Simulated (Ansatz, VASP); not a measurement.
**Cross-check of PtS2 between VASP and Ansatz**

Wanted: the spread between two codes on one cell, functional and k mesh. The cell is taken from a series of runs on this material, whose earlier steps may have relaxed, scaled, displaced or heated it; both programs get it as it stands.

Method: plane waves, with VASP 6.6.1 beside it; zone-centre phonons at PBEsol with D3(BJ), in Ansatz 0.2.0.

## 1. The starting structure

Symmetry: P-3m1, No. 164, trigonal system. Conventional cell: a = 3.573 Å, b = 3.573 Å, c = 4.611 Å, α = 90.00°, β = 90.00°, γ = 120.00°. Nearest to S lie 3 Pt at 2.38 Å. Nearest to Pt lie 6 S at 2.38 Å. Farther neighbours and most contacts between anions are not listed.

Structure file:

```
S Pt
1.0
     3.57305    0.00000    0.00000
    -1.78652    3.09435    0.00000
     0.00000    0.00000    4.61097
S Pt
2 1
Direct
  0.33333 0.66667 0.25883
  0.66667 0.33333 0.74117
  0.00000 0.00000 0.00000
```

## 2. VASP: zone-centre phonons, PBEsol with D3(BJ)

Second derivatives magnify differences that forces hide, and they need a tight electronic threshold.

Lines of VASP's logs that name or quote its potential files are left out, and so is its time.

INCAR

```
SYSTEM = PtS2
PREC = Accurate
ENCUT = 500
EDIFF = 1E-08
NELM = 120
ISMEAR = 1
SIGMA = 0.2
LREAL = .FALSE.
ALGO = Normal
GGA = PS
IVDW = 12
NBANDS = 17
LASPH = .TRUE.
LORBIT = 11
LWAVE = .FALSE.
LCHARG = .FALSE.
ISIF = 2
IBRION = 6
NFREE = 2
POTIM = 0.015
NSW = 1
GGA_COMPAT = .FALSE.
KPAR = 2
```

POSCAR

```
PtS2
1.0
    3.5730496891      0.0000000000      0.0000000000
   -1.7865248446      3.0943517997      0.0000000000
    0.0000000000      0.0000000000      4.6109676386
S Pt
2 1
Direct
    0.3333333333      0.6666666667      0.2588272791
    0.6666666667      0.3333333333      0.7411727209
    0.0000000000      0.0000000000      0.0000000000
```

KPOINTS

```
Automatic mesh
0
Gamma
15 15 12
0 0 0
```

PAW data sets: S and Pt (PBE family, release 64).

The run is started by

```
mpirun -np 2 vasp_std
```

Numbers of over 12 decimals in the logs are rounded to 6 here.

The log of the run:

```text
[banner, memory and clock lines left out]
running    2 mpi-ranks, on    1 nodes
 distrk:  each k-point on    1 cores,    2 groups
 distr:  one band on    1 cores,    1 groups

 POSCAR found type information on POSCAR S Pt
 POSCAR found :  2 types and       3 ions
|                                                                             |
|               ----> ADVICE to this user running VASP <----                  |
|                                                                             |
|     You enforced a specific xc type in the INCAR file but a different       |
|     [... a line on the potential file left out ...]
|     I HOPE YOU KNOW WHAT YOU ARE DOING!                                     |
|                                                                             |

 LDA part: xc-table for (Slater+PW92), standard interpolation
 POSCAR, INCAR and KPOINTS ok, starting setup
 FFT: planning ... GRIDC
 FFT: planning ... GRID_SOFT
 FFT: planning ... GRID
 WAVECAR not read
 entering main loop
       N       E                     dE             d eps       ncg     rms          rms(c)
DAV:   1     0.106790330749E+03    0.10679E+03   -0.10379E+04  9872   0.113E+03
DAV:   2    -0.135442924964E+02   -0.12033E+03   -0.11674E+03 12095   0.226E+02
DAV:   3    -0.182557953845E+02   -0.47115E+01   -0.46753E+01 12067   0.462E+01
DAV:   4    -0.183013067634E+02   -0.45511E-01   -0.45489E-01 12989   0.501E+00
DAV:   5    -0.183019352161E+02   -0.62845E-03   -0.62839E-03 12644   0.570E-01    0.187E+01
DAV:   6    -0.172669689034E+02    0.10350E+01   -0.68428E+00  9836   0.251E+01    0.125E+01
DAV:   7    -0.170209552777E+02    0.24601E+00   -0.12498E+00  9848   0.115E+01    0.574E+00
DAV:   8    -0.169943879358E+02    0.26567E-01   -0.74641E-02 11079   0.200E+00    0.129E+00
DAV:   9    -0.169906846552E+02    0.37033E-02   -0.89180E-03 11819   0.947E-01    0.251E-01
DAV:  10    -0.169907252423E+02   -0.40587E-04   -0.13219E-03 11448   0.244E-01    0.850E-02
DAV:  11    -0.169907405976E+02   -0.15355E-04   -0.43241E-05 13037   0.605E-02    0.412E-02
DAV:  12    -0.169907401831E+02    0.41449E-06   -0.71263E-06 11417   0.261E-02    0.833E-03
DAV:  13    -0.169907405464E+02   -0.36325E-06   -0.67494E-07 12369   0.606E-03    0.324E-03
DAV:  14    -0.169907405849E+02   -0.38501E-07   -0.59127E-08 12750   0.187E-03    0.112E-03
DAV:  15    -0.169907405733E+02    0.11559E-07   -0.95444E-09  8208   0.670E-04    0.335E-04
DAV:  16    -0.169907405714E+02    0.18777E-08   -0.14196E-09  5418   0.319E-04
   1 F= -.18161486E+02 E0= -.18162335E+02  d E =0.254597E-02
[... from here on, the cycles between the ionic steps are left out ...]
   2 F= -.18160433E+02 E0= -.18161283E+02  d E =0.254782E-02
   3 F= -.18160433E+02 E0= -.18161283E+02  d E =0.254793E-02
   4 F= -.18159821E+02 E0= -.18160647E+02  d E =0.247726E-02
   5 F= -.18160671E+02 E0= -.18161543E+02  d E =0.261758E-02
   6 F= -.18159599E+02 E0= -.18160451E+02  d E =0.255496E-02
   7 F= -.18159599E+02 E0= -.18160451E+02  d E =0.255496E-02
   8 F= -.18159405E+02 E0= -.18160252E+02  d E =0.254272E-02
 Finite differences progress:
  Degree of freedom:   4/  4
  Displacement:        1/  2
  Total:               7/  8
 bond charge predicted
       N       E                     dE             d eps       ncg     rms          rms(c)
DAV:   1    -0.169833761650E+02    0.52833E-02   -0.48035E+00  9682   0.116E+01    0.543E-01
DAV:   2    -0.169896390931E+02   -0.62629E-02   -0.66703E-02 11715   0.185E+00    0.238E-01
DAV:   3    -0.169889065824E+02    0.73251E-03   -0.17622E-03 12180   0.276E-01    0.142E-01
DAV:   4    -0.169886608176E+02    0.24576E-03   -0.10904E-03 11284   0.177E-01    0.394E-02
DAV:   5    -0.169886626068E+02   -0.17892E-05   -0.34657E-05 11881   0.412E-02    0.157E-02
DAV:   6    -0.169886595129E+02    0.30939E-05   -0.10907E-05 11390   0.218E-02    0.696E-03
DAV:   7    -0.169886595698E+02   -0.56933E-07   -0.25496E-06 12255   0.101E-02    0.370E-03
DAV:   8    -0.169886594964E+02    0.73397E-07   -0.53282E-07 10416   0.418E-03    0.611E-04
DAV:   9    -0.169886594985E+02   -0.20798E-08   -0.11348E-08  8726   0.810E-04
   9 F= -.18159405E+02 E0= -.18160252E+02  d E =0.254271E-02
 Finite differences progress:
  Degree of freedom:   4/  4
  Displacement:        2/  2
  Total:               8/  8
```

OUTCAR, selected parts (step 2):

```text
ion  position               nearest neighbor table
   1  0.333  0.667  0.259-   3 2.38   3 2.38   3 2.38
   2  0.667  0.333  0.741-   3 2.38   3 2.38   3 2.38
   3  0.000  0.000  0.000-   1 2.38   2 2.38   1 2.38   2 2.38   2 2.38   1 2.38

  LATTYP: Found a hexagonal cell.
 ALAT       =     3.5730496891
 C/A-ratio  =     1.2904851709

 Subroutine GETGRP returns: Found 12 space group operations
 (whereof 12 operations were pure point group operations)

The static configuration has the point symmetry D_3d.

 Found    284 irreducible k-points:

   k-points           NKPTS =    284   k-points in BZ     NKDIM =    284   number of bands    NBANDS=     17

   dimension x,y,z NGX =    28 NGY =   28 NGZ =   36
   dimension x,y,z NGXF=    56 NGYF=   56 NGZF=   72

   ENCUT  =  500.0 eV  36.75 Ry    6.06 a.u.   6.51  6.51  8.41*2*pi/ulx,y,z

   NELECT =      22.0000    total number of electrons

 k-points in reciprocal lattice and weights: Automatic mesh
   0.00000000  0.00000000  0.00000000       0.000
   0.06666667  0.00000000  0.00000000       0.002
   0.13333333  0.00000000  0.00000000       0.002
   0.20000000  0.00000000  0.00000000       0.002
   0.26666667  0.00000000  0.00000000       0.002
   0.33333333  0.00000000  0.00000000       0.002
   0.40000000  0.00000000  0.00000000       0.002
   0.46666667  0.00000000  0.00000000       0.002
   0.06666667  0.06666667  0.00000000       0.002
[...]
0.33333333  0.26666667  0.50000000       0.004
   0.33333333  0.33333333  0.50000000       0.001

 Edisp (eV)   -1.17075

 average (electrostatic) potential at core
       1 -84.5835       2 -84.6211       3 -67.2301

 E-fermi :   8.1328

 k-point     1 :       0.0000    0.0000    0.0000
  band No.  band energies     occupation
    ...
      6       3.7877      2.00000
      7       3.7877      2.00000
      8       5.6183      2.00000
      9       6.5012      2.00000
     10       6.5012      2.00000
     11       8.2184      0.34424
     12       9.2751     -0.00000
     13       9.2751     -0.00000
     14      11.5015     -0.00000
     15      13.1135      0.00000
    ...

 k-point     2 :       0.0667    0.0000    0.0000
  band No.  band energies     occupation
    ...
      7       3.7418      2.00000
      8       5.4576      2.00000
      9       6.4180      2.00000
     10       6.4742      2.00000
     11       8.0243      1.78512
     12       9.2751     -0.00000
     13       9.2939     -0.00000
     14      11.8631     -0.00000
     15      13.3489      0.00000
     16      15.2504      0.00000
    ...

 k-point     3 :       0.1333    0.0000    0.0000
  band No.  band energies     occupation
    ...
      7       3.6273      2.00000
      8       5.0446      2.00000
      9       6.2550      2.00000
     10       6.3647      2.00000
     11       7.5578      2.00037
     12       9.3597     -0.00000
     13       9.3785     -0.00000
     14      12.5966      0.00000
     15      13.8836      0.00000
     16      15.0834      0.00000
    ...

 Edisp (eV)   -1.17075

  Total      -1.05679    -1.05679    -0.98946     0.00000     0.00000     0.00000
  in kB     -33.21213   -33.21213   -31.09625     0.00000     0.00000     0.00000
  external pressure =      -32.51 kB  Pullay stress =        0.00 kB

  energy-cutoff  :      500.00
  volume of cell :       50.98
      direct lattice vectors                 reciprocal lattice vectors
     3.573049689  0.000000000  0.000000000     0.279872962  0.161584730  0.000000000
    -1.786524845  3.094351800  0.000000000     0.000000000  0.323169460  0.000000000
     0.000000000  0.000000000  4.610967639     0.000000000  0.000000000  0.216874218

 POSITION                                       TOTAL-FORCE (eV/Angst)
 -----------------------------------------------------------------------------------
     -0.00000      2.06290      1.19344        -0.000000      0.000000     -0.165507
      1.78652      1.03145      3.41752         0.000000     -0.000000     -0.111969
      0.00000      0.00000     -0.01500         0.000000     -0.000000      0.277477
 -----------------------------------------------------------------------------------
    total drift:                                0.000000     -0.000000     -0.000157

  FREE ENERGIE OF THE ION-ELECTRON SYSTEM (eV)
  ---------------------------------------------------
  free  energy   TOTEN  =       -18.1594047474 eV

  energy  without entropy=      -18.1619474572  energy(sigma->0) =      -18.16025232

 Eigenvectors and eigenvalues of the dynamical matrix
 ----------------------------------------------------

   1 f  =    9.871617 THz    62.025200 2PiTHz  329.281703 cm-1    40.825710 meV
             X         Y         Z           dx          dy          dz
     -0.000000  2.062901  1.193444    -0.000000    0.000000   -0.707107
      1.786525  1.031451  3.417523    -0.000000    0.000000    0.707107
      0.000000  0.000000  0.000000     0.000000   -0.000000    0.000000

   2 f  =    9.679966 THz    60.821020 2PiTHz  322.888911 cm-1    40.033105 meV
             X         Y         Z           dx          dy          dz
     -0.000000  2.062901  1.193444     0.000000    0.000000   -0.613453
      1.786525  1.031451  3.417523     0.000000    0.000000   -0.613453
      0.000000  0.000000  0.000000     0.000000    0.000000    0.497345

   3 f  =    9.218362 THz    57.920675 2PiTHz  307.491447 cm-1    38.124063 meV
             X         Y         Z           dx          dy          dz
     -0.000000  2.062901  1.193444    -0.559936    0.250525    0.000000
      1.786525  1.031451  3.417523    -0.559936    0.250525   -0.000000
      0.000000  0.000000  0.000000     0.454038   -0.203145    0.000000

   4 f  =    9.218362 THz    57.920675 2PiTHz  307.491447 cm-1    38.124063 meV
             X         Y         Z           dx          dy          dz
     -0.000000  2.062901  1.193444    -0.250525   -0.559936   -0.000000
      1.786525  1.031451  3.417523    -0.250525   -0.559936    0.000000
      0.000000  0.000000  0.000000     0.203145    0.454038    0.000000

   5 f  =    8.873426 THz    55.753380 2PiTHz  295.985633 cm-1    36.697525 meV
             X         Y         Z           dx          dy          dz
     -0.000000  2.062901  1.193444    -0.645447    0.288787   -0.000000
      1.786525  1.031451  3.417523     0.645447   -0.288787    0.000000
      0.000000  0.000000  0.000000     0.000000   -0.000000    0.000000

   6 f  =    8.873426 THz    55.753380 2PiTHz  295.985633 cm-1    36.697525 meV
             X         Y         Z           dx          dy          dz
     -0.000000  2.062901  1.193444     0.288787    0.645447   -0.000000
      1.786525  1.031451  3.417523    -0.288787   -0.645447    0.000000
      0.000000  0.000000  0.000000     0.000000   -0.000000    0.000000

   7 f/i=    0.000076 THz     0.000475 2PiTHz    0.002519 cm-1     0.000312 meV
             X         Y         Z           dx          dy          dz
     -0.000000  2.062901  1.193444    -0.301208    0.181612    0.000000
      1.786525  1.031451  3.417523    -0.301208    0.181612   -0.000000
      0.000000  0.000000  0.000000    -0.742920    0.447941    0.000000

   8 f/i=    0.000076 THz     0.000475 2PiTHz    0.002519 cm-1     0.000312 meV
             X         Y         Z           dx          dy          dz
     -0.000000  2.062901  1.193444    -0.181612   -0.301208   -0.000000
      1.786525  1.031451  3.417523    -0.181612   -0.301208   -0.000000
      0.000000  0.000000  0.000000    -0.447941   -0.742920    0.000000

   9 f/i=    0.000671 THz     0.004214 2PiTHz    0.022373 cm-1     0.002774 meV
             X         Y         Z           dx          dy          dz
     -0.000000  2.062901  1.193444     0.000000    0.000000   -0.351676
      1.786525  1.031451  3.417523     0.000000    0.000000   -0.351676
      0.000000  0.000000  0.000000     0.000000    0.000000   -0.867553

 ELASTIC MODULI CONTR FROM IONIC RELAXATION (kBar)
 Direction    XX          YY          ZZ          XY          YZ          ZX
 --------------------------------------------------------------------------------
 XX        -763.5019   -466.7188   -756.7176      0.0000    298.4761     -0.0000
 YY        -466.7188   -763.5019   -756.7176      0.0000   -298.4761      0.0000
 ZZ        -756.7176   -756.7176   -930.9249      0.0000     -0.0000      0.0000
 XY           0.0000      0.0000      0.0000   -148.3915      0.0000    298.4773
 YZ         298.4761   -298.4761     -0.0000      0.0000   -600.3576      0.0000
 ZX          -0.0000      0.0000      0.0000    298.4773      0.0000   -600.3626
 --------------------------------------------------------------------------------

 total charge
# of ion       s       p       d       tot
------------------------------------------
    1        1.360   2.243   0.000   3.603
    2        1.360   2.243   0.000   3.603
    3        0.699   0.792   8.001   9.491
--------------------------------------------------
tot          3.419   5.277   8.001  16.697

[... 3 further parts left out ...]
```

CONTCAR:

```
PtS2
   1.00000000000000
     3.5730496890999999    0.0000000000000000    0.0000000000000000
    -1.7865248445999999    3.0943517997000001    0.0000000000000000
     0.0000000000000000    0.0000000000000000    4.6109676386000000
  S               Pt
     2     1
Direct
     0.3333333332999970    0.6666666667000030    0.2588272790999966
     0.6666666667000030    0.3333333332999970    0.7411727209000034
     0.0000000000000000    0.0000000000000000   -0.0032531132672522
```

Levels, forces or a CONTCAR printed for this step are those of its last displaced cell, not of the structure at rest.

(Continued in part 2 of 2.)

[Lines on the potential files, build, host, timing and source positions are cut from VASP's logs without a mark.]

[Logs are printed without paths, hosts, clocks, repeated set-up lines and the standing remarks that a program may print on its own settings, such as how far it seeks lower states.]

[Hosts, paths, dates, database ids (printed as entryN), source tags and the programs' standing remarks are cut or masked in the printed files.]
